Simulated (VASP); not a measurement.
# CsMgBiO3 (R3m) in VASP: equation of state

How stiff is CsMgBiO3 in PBE, and what volume does it want? The cell is scaled to several volumes.

Everything below comes from runs of VASP 6.6.1. Logs are shortened: lines on timing, memory, paths and dates and some standing lists are left out, and cuts for length are marked.

## 1. The structure

Symmetry: R3m, No. 160, trigonal system. The conventional cell has a = 6.461 Å, b = 6.461 Å, c = 11.391 Å, α = 90.00°, β = 90.00°, γ = 120.00°. Bi (site symmetry 3m) has 3 O at 2.10 Å as nearest neighbours. Cs (site symmetry 3m) is surrounded by 9 O at 3.33 to 3.50 Å and 3 Bi at 3.74 Å and 3 Mg at 3.78 Å. Mg (site symmetry 3m) has 3 O at 1.91 Å as nearest neighbours. O (site symmetry m) is surrounded by 1 Mg at 1.91 Å and 1 Bi at 2.10 Å.

The cell comes from a database or a generator and needn't be the stable form of this composition.

## 2. Equation of state, PBE, 21.51 Å³/atom (volume scaled by 0.94)

Contents of INCAR:

```
  ALGO = Normal
  EDIFF = 1E-7
  ENCUT = 520
  GGA = PE
  ISIF = 2
  ISMEAR = -1
  LASPH = True
  LCHARG = False
  LREAL = False
  LWAVE = False
  NBANDS = 31
  NELM = 60
  PREC = Accurate
  SIGMA = 0.05
```

Contents of KPOINTS:

```
k-points
0
Gamma
  6 6 6
```

Contents of POSCAR:

```
CsMgBiO3
1.0
    3.1645694662      1.8270650331      3.7194974751
   -3.1645694662      1.8270650331      3.7194974751
    0.0000000000     -3.6541300663      3.7194974751
Bi Cs Mg O
1 1 1 3
Direct
    0.5652985500      0.5652985500      0.5652985500
    0.9172816500      0.9172816500      0.9172816500
    0.3021917400      0.3021917400      0.3021917400
    0.9822380200      0.4913922600      0.4913922600
    0.4913922600      0.4913922600      0.9822380200
    0.4913922600      0.9822380200      0.4913922600
```

Potentials or basis: VASP PAW PBE potentials, release 64 (Bi_d, Cs_sv, Mg, O).

On the command line:

```sh
$ cat potpaw_PBE.64/Bi_d/POTCAR potpaw_PBE.64/Cs_sv/POTCAR potpaw_PBE.64/Mg/POTCAR potpaw_PBE.64/O/POTCAR > POTCAR
$ mpirun -np 1 vasp_std > vasp.out
```

OUTCAR:

```text
EDIFF = 1E-7
   ENCUT = 520
   GGA = PE
   ISIF = 2
   ISMEAR = -1
   LASPH = True
   LREAL = False
   NELM = 60
   PREC = Accurate

 Found     32 irreducible k-points:

 Following reciprocal coordinates:
            Coordinates               Weight
  0.000000  0.000000  0.000000      1.000000
  0.166667  0.000000 -0.000000      6.000000
  0.333333  0.000000 -0.000000      6.000000
  0.500000  0.000000  0.000000      3.000000
  0.166667  0.166667 -0.000000      6.000000
  0.333333  0.166667  0.000000     12.000000
   k-points           NKPTS =     32   k-points in BZ     NKDIM =     32   number of bands    NBANDS=     31
   number of dos      NEDOS =    301   number of ions     NIONS =      6
   total plane-waves  NPLWV =  64000
   dimension x,y,z NGX =    40 NGY =   40 NGZ =   40
   dimension x,y,z NGXF=    80 NGYF=   80 NGZF=   80
   ions per type =               1   1   1   3
   NGX,Y,Z   is equivalent  to a cutoff of  12.75, 12.75, 12.75 a.u.
   NGXF,Y,Z  is equivalent  to a cutoff of  25.51, 25.51, 25.51 a.u.
 SYSTEM =  unknown system
   PREC   = accura    normal or accurate (medium, high low for compatibility)
   ISTART =      0    job   : 0-new  1-cont  2-samecut
   ICHARG =      2    charge: 1-file 2-atom 10-const
   ISPIN  =      1    spin polarized calculation?
   LNONCOLLINEAR =      F non collinear calculations
   LSORBIT =      F    spin-orbit coupling
   LASPH  =      T    aspherical Exc in radial PAW
   ENCUT  =  520.0 eV  38.22 Ry    6.18 a.u.   9.69  9.69  9.69*2*pi/ulx,y,z
   NELM   =     60;   NELMIN=  2; NELMDL= -5     # of ELM steps
   EDIFF  = 0.1E-06   stopping-criterion for ELM
   LREAL  =      F    real-space projection
   EDIFFG = 0.1E-05   stopping-criterion for IOM
   NSW    =      0    number of steps for IOM
   IBRION =     -1    ionic relax: 0-MD 1-quasi-New 2-CG
   NFREE  =      0    steps in history (QN), initial steepest desc. (CG)
   ISIF   =      2    stress and relaxation
   ISYM   =      2    0-nonsym 1-usesym 2-fastsym
   POTIM  = 0.5000    time-step for ionic-motion
   TEBEG  =    0.0;   TEEND  =   0.0 temperature during run
   PSTRESS=    0.0 pullay stress
   NELECT =      44.0000    total number of electrons
   NUPDOWN=      -1.0000    fix difference up-down
   EMIN   =  10.00;   EMAX   =-10.00  energy-range for DOS
   EFERMI =   0.00;   METHOD = LEGACY
   ISMEAR =    -1;   SIGMA  =   0.05  broadening in eV -4-tet -1-fermi 0-gaus
   EFERMI_NEDOS =   21; number of points for ismear=-14 and -15
   IALGO  =     38    algorithm
   IMIX   =      4    mixing-type and parameters
     AMIX     =   0.40;   BMIX     =  1.00
     AMIX_MAG =   1.60;   BMIX_MAG =  1.00
  volume/ion in A,a.u.               =      21.51       145.13
  Fermi-wavevector in a.u.,A,eV,Ry     =   1.143732  2.161340 17.798098  1.308123
  Thomas-Fermi vector in A             =   2.280426
   LORBIT       =      0    0 simple, 1 ext, 2 COOP (PROOUT), +10 PAW based schemes
   GGA     = PE    functional components
   LHFCALC =     F    Hartree Fock is set to
   AEXX    =    0.0000 exact exchange contribution
   IVDW    =     0    specifies the selected vdW correction
   LEPSILON=     F    determine dielectric tensor
   LRPA    =     F    only Hartree local field effects (RPA)
 non-spin polarized calculation
  energy-cutoff  :      520.00
  volume of cell :      129.03
 maximum number of plane-waves:      3517
   NGX = 19   NGY = 19   NGZ = 19

 number of electron      44.0000007 magnetization

 Free energy of the ion-electron system (eV)
  ---------------------------------------------------
  ext. energy  EPLUGINS =         0.00000000
  ---------------------------------------------------
  free energy    TOTEN  =       -30.43766278 eV

  energy without entropy =      -30.43766278  energy(sigma->0) =      -30.43766278

 E-fermi :   3.3881     XC(G=0):  -8.6900

 val. band max:        2.3545555372   @ k =   0.5000   0.5000   0.5000
 cond. band min:       4.9822477940   @ k =   0.5000   0.5000   0.3333
 fundamental gap:      2.6276922568
 Fermi energy:         3.3881278169

 k-point     1 :       0.0000    0.0000    0.0000
  band No.  band energies     occupation
      1     -20.0706      2.00000
      2     -20.0706      2.00000
      3     -19.7843      2.00000
      4     -19.7311      2.00000
      5     -19.7311      2.00000
      6     -18.4697      2.00000
      7     -15.3466      2.00000
      8     -13.9808      2.00000
      9     -13.9808      2.00000
     10      -6.5946      2.00000
     11      -5.4822      2.00000
     12      -5.4822      2.00000
     13      -5.2158      2.00000
     14      -1.8283      2.00000
     15      -1.4789      2.00000
     16      -1.4789      2.00000
     17       0.3059      2.00000
     18       0.3059      2.00000
     19       0.3666      2.00000
     20       0.7861      2.00000
     21       0.7861      2.00000
     22       1.1453      2.00000
     23       5.2062      0.00000
     24       7.0696      0.00000
     25       7.0696      0.00000
     26       7.7307      0.00000
     27       7.7307      0.00000
     28       8.0026      0.00000
     29       9.4424      0.00000
     30      10.0617      0.00000
     31      10.0617      0.00000

 k-point     2 :       0.1667    0.0000   -0.0000
  band No.  band energies     occupation
      1     -20.0705      2.00000
      2     -20.0682      2.00000
      3     -19.7843      2.00000
      4     -19.7314      2.00000
      5     -19.7312      2.00000
      6     -18.4634      2.00000
      7     -15.3251      2.00000
      8     -14.0311      2.00000
      9     -13.9814      2.00000
     10      -6.6437      2.00000
     11      -5.4645      2.00000
     12      -5.4144      2.00000
     13      -5.2366      2.00000
     14      -1.9829      2.00000
     15      -1.4753      2.00000
     16      -1.2120      2.00000
     17       0.2335      2.00000
     18       0.3040      2.00000
     19       0.5003      2.00000
     20       0.6807      2.00000
     21       0.7787      2.00000
     22       1.0532      2.00000
     23       5.3858      0.00000
     24       7.1236      0.00000
     25       7.2556      0.00000
     26       7.5435      0.00000
     27       7.6334      0.00000
     28       7.9698      0.00000
     29       9.5186      0.00000
     30      10.1261      0.00000
     31      10.3797      0.00000

 k-point     3 :       0.3333    0.0000   -0.0000
  band No.  band energies     occupation
      1     -20.0704      2.00000
      2     -20.0636      2.00000
      3     -19.7842      2.00000
      4     -19.7321      2.00000
      5     -19.7314      2.00000
      6     -18.4506      2.00000
      7     -15.2763      2.00000
      8     -14.1374      2.00000
      9     -13.9827      2.00000
     10      -6.7325      2.00000
     11      -5.4287      2.00000
     12      -5.3008      2.00000
     13      -5.2557      2.00000
     14      -2.1191      2.00000
     15      -1.4657      2.00000
     16      -0.8622      2.00000
     17       0.0808      2.00000
     18       0.3105      2.00000
     19       0.3441      2.00000
     20       0.7440      2.00000
     21       0.8803      2.00000
     22       0.9760      2.00000
     23       5.5314      0.00000
     24       7.0416      0.00000
     25       7.3537      0.00000
     26       7.6690      0.00000
     27       7.8875      0.00000
     28       8.0813      0.00000
     29       9.4303      0.00000
     30      10.2144      0.00000
     31      10.5615      0.00000

 k-point     4 :       0.5000    0.0000    0.0000
  band No.  band energies     occupation
      1     -20.0703      2.00000
      2     -20.0612      2.00000
      3     -19.7842      2.00000
      4     -19.7324      2.00000
      5     -19.7315      2.00000
      6     -18.4442      2.00000
      7     -15.2481      2.00000
      8     -14.1942      2.00000
      9     -13.9834      2.00000
     10      -6.7733      2.00000
     11      -5.4106      2.00000
     12      -5.3048      2.00000
     13      -5.2028      2.00000
     14      -2.1680      2.00000
     15      -1.4595      2.00000
     16      -0.6601      2.00000
     17      -0.1164      2.00000
     18       0.2759      2.00000
     19       0.3203      2.00000
     20       0.6987      2.00000
     21       0.8157      2.00000
     22       1.2304      2.00000
     23       5.4535      0.00000
     24       6.9485      0.00000
     25       7.2994      0.00000
     26       7.7568      0.00000
     27       8.2511      0.00000
     28       8.5927      0.00000
     29       9.5030      0.00000
     30      10.0443      0.00000
     31      10.2562      0.00000

 k-point     5 :       0.1667    0.1667   -0.0000
  band No.  band energies     occupation
      1     -20.0696      2.00000
      2     -20.0662      2.00000
      3     -19.7849      2.00000
      4     -19.7317      2.00000
      5     -19.7311      2.00000
      6     -18.4601      2.00000
      7     -15.3164      2.00000
      8     -14.0221      2.00000
      9     -14.0064      2.00000
     10      -6.7318      2.00000
     11      -5.4727      2.00000
     12      -5.4169      2.00000
     13      -5.2510      2.00000
     14      -1.9276      2.00000
     15      -1.3386      2.00000
     16      -1.2677      2.00000
     17       0.2263      2.00000
     18       0.3516      2.00000
     19       0.5513      2.00000
     20       0.7267      2.00000
     21       0.7837      2.00000
     22       1.0631      2.00000
     23       5.5416      0.00000
     24       6.9678      0.00000
     25       7.1677      0.00000
     26       7.3974      0.00000
     27       7.8140      0.00000
     28       7.8596      0.00000
     29       9.5560      0.00000
     30      10.0457      0.00000
     31      10.2740      0.00000

 k-point     6 :       0.3333    0.1667    0.0000
  band No.  band energies     occupation
      1     -20.0691      2.00000
      2     -20.0617      2.00000
      3     -19.7851      2.00000
      4     -19.7323      2.00000
      5     -19.7312      2.00000
      6     -18.4490      2.00000
      7     -15.2746      2.00000
      8     -14.1135      2.00000
      9     -14.0043      2.00000
     10      -6.8382      2.00000
     11      -5.4419      2.00000
     12      -5.3335      2.00000
     13      -5.2878      2.00000
     14      -1.9893      2.00000
     15      -1.3271      2.00000
     16      -1.0085      2.00000
     17       0.1581      2.00000
     18       0.3662      2.00000
     19       0.4204      2.00000
     20       0.7550      2.00000
     21       0.9176      2.00000
     22       1.0659      2.00000
     23       5.6431      0.00000
     24       6.8620      0.00000
     25       7.0999      0.00000
     26       7.4388      0.00000
     27       7.9453      0.00000
     28       8.1235      0.00000
     29       9.6085      0.00000
     30       9.8350      0.00000
     31      10.4666      0.00000

 [... further k-points ...]

------------------------ aborting loop because EDIFF is reached ----------------------------------------

  FORCE on cell =-STRESS in cart. coord.  units (eV):
  Direction    XX          YY          ZZ          XY          YZ          ZX
  --------------------------------------------------------------------------------------
  -------------------------------------------------------------------------------------
  Total        4.0051631      4.0051631      2.8924099      0.0000000     -0.0000000      0.0000000
  in kB       49.7309355     49.7309355     35.9142061      0.0000000     -0.0000000      0.0000000
  external PRESSURE =      45.1253590 kB  Pullay stress =       0.0000000 kB

 VOLUME and BASIS-vectors are now :
 -----------------------------------------------------------------------------
  energy-cutoff  :      520.00
  volume of cell :      129.03
      direct lattice vectors                 reciprocal lattice vectors
     3.164569466  1.827065033  3.719497475     0.157999376  0.091220982  0.089617841
    -3.164569466  1.827065033  3.719497475    -0.157999376  0.091220982  0.089617841
     0.000000000 -3.654130066  3.719497475     0.000000000 -0.182441964  0.089617841

 POSITION                                       TOTAL-FORCE (eV/Angst)
 -----------------------------------------------------------------------------------
      0.00000     -0.00000      6.30788        -0.000000      0.000000     -0.790528
      0.00000     -0.00000     10.23548        -0.000000      0.000000     -0.037176
      0.00000     -0.00000      3.37200        -0.000000      0.000000     -0.050877
      1.55332      0.89681      7.30890         0.010786      0.006227      0.292860
      0.00000     -1.79361      7.30890        -0.000000     -0.012454      0.292860
     -1.55332      0.89681      7.30890        -0.010786      0.006227      0.292860
 -----------------------------------------------------------------------------------
    total drift:                               -0.000000      0.000000      0.000199

  FREE ENERGIE OF THE ION-ELECTRON SYSTEM (eV)
  ---------------------------------------------------
  free  energy   TOTEN  =       -30.4376627754 eV

  energy  without entropy=      -30.4376627754  energy(sigma->0) =      -30.43766278
```

Run time: 3.7 min. Hardware: 1 thread of Intel Xeon Platinum 8175M at 2.50GHz (Skylake/Cascade Lake), shared host; peak memory 0.33 GiB.

What came out:

- Free energy: -30.4377 eV
- Pressure: 4.5 GPa
- Largest force: 0.791 eV/Å
- Band gap on the k mesh: 2.63 eV, indirect (least direct gap 2.72 eV)

Caveat: spin-orbit coupling is left out, which as a rule narrows the gap of such compounds by several tenths of an eV.

## 3. Equation of state, PBE, 21.96 Å³/atom (volume scaled by 0.96)

Contents of INCAR:

```
PREC = Accurate
ENCUT = 520
EDIFF = 1E-7
ISMEAR = -1
SIGMA = 0.05
LREAL = F
LASPH = T
NELM = 80
ALGO = Normal
ISIF = 2
LWAVE = F
LCHARG = F
GGA = PE
NBANDS = 31
```

Contents of KPOINTS:

```
Automatic mesh
0
Gamma
  6 6 6
```

POSCAR: that of step 2 with these lines changed.

```diff
@@ -2,5 +2,5 @@
 1.0
-    3.1645694662      1.8270650331      3.7194974751
-   -3.1645694662      1.8270650331      3.7194974751
-    0.0000000000     -3.6541300663      3.7194974751
+    3.1868559009      1.8399321122      3.7456919823
+   -3.1868559009      1.8399321122      3.7456919823
+    0.0000000000     -3.6798642245      3.7456919823
 Bi Cs Mg O
```

Potentials or basis: VASP PAW PBE potentials, release 64 (Bi_d, Cs_sv, Mg, O).

On the command line:

```sh
$ cat potpaw_PBE.64/Bi_d/POTCAR potpaw_PBE.64/Cs_sv/POTCAR potpaw_PBE.64/Mg/POTCAR potpaw_PBE.64/O/POTCAR > POTCAR
$ mpirun -np 1 vasp_std > vasp.out
```

Wall time 3.2 min (1 thread of Intel Xeon Platinum 8175M at 2.50GHz (Skylake/Cascade Lake), shared host); peak memory 0.32 GiB.

It converged, with:

* Free energy: -30.5029 eV
* Pressure: 2.9 GPa
* Largest force: 0.415 eV/Å
* Band gap on the k mesh: 2.61 eV, indirect (least direct gap 2.66 eV)

Caveat: spin-orbit coupling is left out, which as a rule narrows the gap of such compounds by several tenths of an eV.

## 4. Equation of state, PBE, 22.42 Å³/atom (volume scaled by 0.98)

Contents of INCAR:

```
PREC = Accurate ; ENCUT = 520
EDIFF = 1E-7 ; ISMEAR = -1
SIGMA = 0.05 ; LREAL = F
LASPH = T ; NELM = 60
ALGO = Normal ; ISIF = 2
LWAVE = F ; LCHARG = F
GGA = PE ; NBANDS = 31
```

Contents of KPOINTS:

```
regular mesh
0
Gamma
  6 6 6
```

POSCAR: that of step 3 with these lines changed.

```diff
@@ -2,5 +2,5 @@
 1.0
-    3.1868559009      1.8399321122      3.7456919823
-   -3.1868559009      1.8399321122      3.7456919823
-    0.0000000000     -3.6798642245      3.7456919823
+    3.2088349120      1.8526217002      3.7715251572
+   -3.2088349120      1.8526217002      3.7715251572
+    0.0000000000     -3.7052434005      3.7715251572
 Bi Cs Mg O
```

On the command line:

```sh
$ cat potpaw_PBE.64/Bi_d/POTCAR potpaw_PBE.64/Cs_sv/POTCAR potpaw_PBE.64/Mg/POTCAR potpaw_PBE.64/O/POTCAR > POTCAR
$ mpirun -np 1 vasp_std > vasp.out
```

It took 2.8 min on 1 thread of Intel Xeon Platinum 8175M at 2.50GHz (Skylake/Cascade Lake), shared host; peak memory 0.32 GiB.

Results (log left out):

```
Free energy            : -30.5422 eV
Pressure               : 1.5 GPa
Largest force          : 0.071 eV/Å
Band gap on the k mesh : 2.58 eV, indirect (least direct gap 2.61 eV)
```

Caveat: spin-orbit coupling is left out, which as a rule narrows the gap of such compounds by several tenths of an eV.

## 5. Equation of state, PBE, 23.34 Å³/atom (volume scaled by 1.02)

Contents of INCAR:

```
ALGO     = Normal         # electronic algorithm
EDIFF    = 1E-7           # SCF threshold, eV
ENCUT    = 520            # plane-wave cutoff, eV
GGA      = PE             # functional
ISIF     = 2              # what is computed and relaxed
ISMEAR   = -1             # smearing method
LASPH    = T              # aspherical terms in the spheres
LCHARG   = F              # write CHGCAR
LREAL    = F              # projectors in reciprocal space
LWAVE    = F              # write WAVECAR
NBANDS   = 31             # bands
NELM     = 80             # most SCF steps
PREC     = Accurate       # precision mode
SIGMA    = 0.05           # smearing width, eV
```

Contents of KPOINTS:

```
k-points
0
Gamma
  6 6 6
```

POSCAR: that of step 4 with these lines changed.

```diff
@@ -2,5 +2,5 @@
 1.0
-    3.2088349120      1.8526217002      3.7715251572
-   -3.2088349120      1.8526217002      3.7715251572
-    0.0000000000     -3.7052434005      3.7715251572
+    3.2519116618      1.8774920732      3.8221556975
+   -3.2519116618      1.8774920732      3.8221556975
+    0.0000000000     -3.7549841466      3.8221556975
 Bi Cs Mg O
```

On the command line:

```sh
$ cat potpaw_PBE.64/Bi_d/POTCAR potpaw_PBE.64/Cs_sv/POTCAR potpaw_PBE.64/Mg/POTCAR potpaw_PBE.64/O/POTCAR > POTCAR
$ mpirun -np 1 vasp_std > vasp.out
```

It took 3.4 min on 1 thread of Intel Xeon Platinum 8175M at 2.50GHz (Skylake/Cascade Lake), shared host; peak memory 0.33 GiB.

The run converged. Its results:

| Item | Value |
| --- | --- |
| Free energy | -30.5537 eV |
| Pressure | -0.9 GPa |
| Largest force | 0.552 eV/Å |
| Band gap on the k mesh | 2.49 eV, direct |

Caveat: spin-orbit coupling is left out, which as a rule narrows the gap of such compounds by several tenths of an eV.

[end of part 1 of 2]
